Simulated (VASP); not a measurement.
Output of a VASP run:

File OSZICAR:
```
       N       E                     dE             d eps       ncg     rms          rms(c)
DAV:   1     0.326215461579E+03    0.32622E+03   -0.18907E+04  2936   0.147E+03
DAV:   2     0.789212273017E+00   -0.32543E+03   -0.32124E+03  2604   0.428E+02
DAV:   3    -0.297316169980E+02   -0.30521E+02   -0.29695E+02  3744   0.120E+02
DAV:   4    -0.305741299023E+02   -0.84251E+00   -0.84198E+00  3080   0.199E+01
DAV:   5    -0.305908739658E+02   -0.16744E-01   -0.16738E-01  3297   0.329E+00    0.157E+01
DAV:   6    -0.281358558973E+02    0.24550E+01   -0.21297E+01  3527   0.423E+01    0.134E+01
DAV:   7    -0.283801764781E+02   -0.24432E+00   -0.18439E+00  2947   0.132E+01    0.797E+00
DAV:   8    -0.283941868738E+02   -0.14010E-01   -0.31027E-01  3583   0.555E+00    0.362E+00
DAV:   9    -0.283867802929E+02    0.74066E-02   -0.56809E-02  3487   0.250E+00    0.506E-01
DAV:  10    -0.283915799223E+02   -0.47996E-02   -0.52354E-03  3066   0.652E-01    0.247E-01
DAV:  11    -0.283919699340E+02   -0.39001E-03   -0.45558E-04  3173   0.171E-01    0.152E-01
DAV:  12    -0.283920820481E+02   -0.11211E-03   -0.14908E-04  3073   0.801E-02    0.751E-02
DAV:  13    -0.283921035558E+02   -0.21508E-04   -0.28978E-05  2898   0.482E-02    0.146E-02
DAV:  14    -0.283921027810E+02    0.77487E-06   -0.13937E-05  3059   0.202E-02    0.803E-03
DAV:  15    -0.283921037176E+02   -0.93663E-06   -0.11251E-06  1646   0.144E-02
   1 F= -.28392104E+02 E0= -.28392104E+02  d E =-.508087E-15  mag=    -0.0000
```

### OUTCAR
```
------------------------ aborting loop because EDIFF is reached ----------------------------------------
  FORCE on cell =-STRESS in cart. coord.  units (eV):
  Direction    XX          YY          ZZ          XY          YZ          ZX
  --------------------------------------------------------------------------------------
  Total       -1.8034048     -1.8034048     -1.8034048     -0.1027939     -0.1027939     -0.1027939
  in kB      -40.6277050    -40.6277050    -40.6277050     -2.3157746     -2.3157746     -2.3157746
  external PRESSURE =     -40.6277050 kB  Pullay stress =       0.0000000 kB
  volume of cell :       71.12
      direct lattice vectors                 reciprocal lattice vectors
     5.220000000  2.610000000  2.610000000     0.287356322 -0.095785441 -0.095785441
     2.610000000  5.220000000  2.610000000    -0.095785441  0.287356322 -0.095785441
     2.610000000  2.610000000  5.220000000    -0.095785441 -0.095785441  0.287356322
 POSITION                                       TOTAL-FORCE (eV/Angst)
 -----------------------------------------------------------------------------------
      0.00000      0.00000      0.00000         0.000000      0.000000      0.000000
      5.22000      5.22000      5.22000         0.000000      0.000000      0.000000
      2.61000      2.61000      2.61000         0.000000     -0.000000      0.000000
      7.83000      7.83000      7.83000        -0.000000     -0.000000     -0.000000
 -----------------------------------------------------------------------------------
    total drift:                                0.000000     -0.000000     -0.000000
  FREE ENERGIE OF THE ION-ELECTRON SYSTEM (eV)
  ---------------------------------------------------
  free  energy   TOTEN  =       -28.3921037176 eV

  energy  without entropy=      -28.3921037176  energy(sigma->0) =      -28.39210372

 total charge

# of ion       s       p       d       tot
------------------------------------------
    1        0.208   6.155   4.945  11.309
    2        0.208   6.155   4.945  11.309
    3        1.326   2.403   0.000   3.729
    4        1.326   2.403   0.000   3.729
--------------------------------------------------
tot          3.068  17.117   9.890  30.076

 magnetization (x)

# of ion       s       p       d       tot
------------------------------------------
    1        0.019   0.015   4.173   4.208
    2       -0.019  -0.015  -4.173  -4.208
    3        0.000   0.000   0.000   0.000
    4        0.000   0.000   0.000   0.000
--------------------------------------------------
tot          0.000   0.000   0.000   0.000
```
(Selected blocks of OUTCAR.)

POSCAR:
```
MnS
1
    5.2200000000     2.6100000000     2.6100000000
    2.6100000000     5.2200000000     2.6100000000
    2.6100000000     2.6100000000     5.2200000000
Mn S
2 2
Direct
  0.0000000000   0.0000000000   0.0000000000
  0.5000000000   0.5000000000   0.5000000000
  0.2500000000   0.2500000000   0.2500000000
  0.7500000000   0.7500000000   0.7500000000
```

Task: Reconstruct the remaining input files.

Result: One answer among several that fit: the input of the run itself, PBE GGA, plane waves, VASP's PBE PAW potentials (set 64).

**INCAR**
```
SYSTEM = MnS
PREC = Accurate; ENCUT = 400; LREAL = .FALSE.
LASPH = .TRUE.; KSPACING = 0.35; KGAMMA = .FALSE.
EDIFF = 1E-6; NELM = 100; ALGO = Normal
LMAXMIX = 4
ISMEAR = 0; SIGMA = 0.05
GGA = PE
MAGMOM = 5.0 -5.0 0.0 0.0
ISPIN = 2
ISIF = 2
LWAVE = .FALSE.; LCHARG = .FALSE.; LORBIT = 10
```

POTCAR, in this order: Mn_pv S (PBE.64 set). Program: vasp_std.

The compound is MnS in the rock salt, AFM-II order structure. The cell was not relaxed at this level. The run is one of a series of settings (KGAMMA = .FALSE., KSPACING = 0.35, KPOINTS file removed against the base run), some of them coarse on purpose.
